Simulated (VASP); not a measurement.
These are PBEsol GGA, VASP's PBE PAW potentials (set 64) (plane waves; VASP 6.6.1) values and carry that method's errors.

The input files of a VASP run:

**INCAR**
```
SYSTEM = CdSe
PREC = Accurate
ENCUT = 500
EDIFF = 1E-6
NELM = 100
ALGO = Normal
LREAL = .FALSE.
LASPH = .TRUE.
ISMEAR = 0
SIGMA = 0.05
GGA = PS
LMAXMIX = 4
LWAVE = .FALSE.
LCHARG = .FALSE.
IBRION = 2
ISIF = 3
NSW = 40
EDIFFG = -0.02
PSTRESS = 100
```

### KPOINTS
```
kpoints
0
gamma
  8 8 8
0 0 0
```

**POSCAR**
```
CdSe
1.0
  0.0000000000   2.9102711506   2.9102711506
  2.9102711506   0.0000000000   2.9102711506
  2.9102711506   2.9102711506   0.0000000000
Cd Se
1 1
Direct
  0.0000000000   0.0000000000   0.0000000000
  0.2500000000   0.2500000000   0.2500000000
```

POTCAR, in this order: Cd Se (PBE.64 set). Program: vasp_std.

What VASP printed:

OSZICAR:
```
       N       E                     dE             d eps       ncg     rms          rms(c)
DAV:   1     0.109103781414E+03    0.10910E+03   -0.89840E+03   770   0.123E+03
DAV:   2    -0.216175322291E+01   -0.11127E+03   -0.10624E+03   874   0.293E+02
DAV:   3    -0.634145110587E+01   -0.41797E+01   -0.41707E+01   879   0.602E+01
DAV:   4    -0.635998066410E+01   -0.18530E-01   -0.18528E-01   809   0.407E+00
DAV:   5    -0.636008457224E+01   -0.10391E-03   -0.10391E-03   919   0.273E-01    0.856E+00
DAV:   6    -0.600699791182E+01    0.35309E+00   -0.69272E-01  1070   0.133E+01    0.638E+00
DAV:   7    -0.597990303111E+01    0.27095E-01   -0.18259E-01   804   0.356E+00    0.255E+00
DAV:   8    -0.597865479893E+01    0.12482E-02   -0.21173E-02   789   0.231E+00    0.262E-01
DAV:   9    -0.597843444022E+01    0.22036E-03   -0.23928E-03   864   0.825E-01    0.765E-02
DAV:  10    -0.597844165076E+01   -0.72105E-05   -0.20814E-04   784   0.230E-01    0.353E-02
DAV:  11    -0.597845806002E+01   -0.16409E-04   -0.35161E-05   774   0.542E-02    0.134E-02
DAV:  12    -0.597845764903E+01    0.41098E-06   -0.42693E-06   919   0.350E-02
   1 F= -.29015123E+01 E0= -.29015123E+01  d E =-.290151E+01
```

OUTCAR:
```
------------------------ aborting loop because EDIFF is reached ----------------------------------------
  FORCE on cell =-STRESS in cart. coord.  units (eV):
  Direction    XX          YY          ZZ          XY          YZ          ZX
  --------------------------------------------------------------------------------------
  Total        3.0641815      3.0641815      3.0641815      0.0000000      0.0000000      0.0000000
  in kB       99.5851788     99.5851788     99.5851788      0.0000000      0.0000000      0.0000000
  external PRESSURE =      -0.4148212 kB  Pullay stress =     100.0000000 kB
  volume of cell :       49.30
      direct lattice vectors                 reciprocal lattice vectors
     0.000000000  2.910271151  2.910271151    -0.171805297  0.171805297  0.171805297
     2.910271151  0.000000000  2.910271151     0.171805297 -0.171805297  0.171805297
     2.910271151  2.910271151  0.000000000     0.171805297  0.171805297 -0.171805297
  FREE ENERGIE OF THE ION-ELECTRON SYSTEM (eV)
  ---------------------------------------------------
  free  energy   TOTEN  =        -5.9784576490 eV

  energy  without entropy=       -5.9784576490  energy(sigma->0) =       -5.97845765
  enthalpy is  TOTEN    =        -2.9015123482 eV   P V=        3.0769453008

 reached required accuracy - stopping structural energy minimisation
```
(Selected blocks of OUTCAR.)

The structure was generated: CdSe was put into the zinc blende type (F-43m), which need not be its known phase. It was relaxed first under an external pressure of 10 GPa.
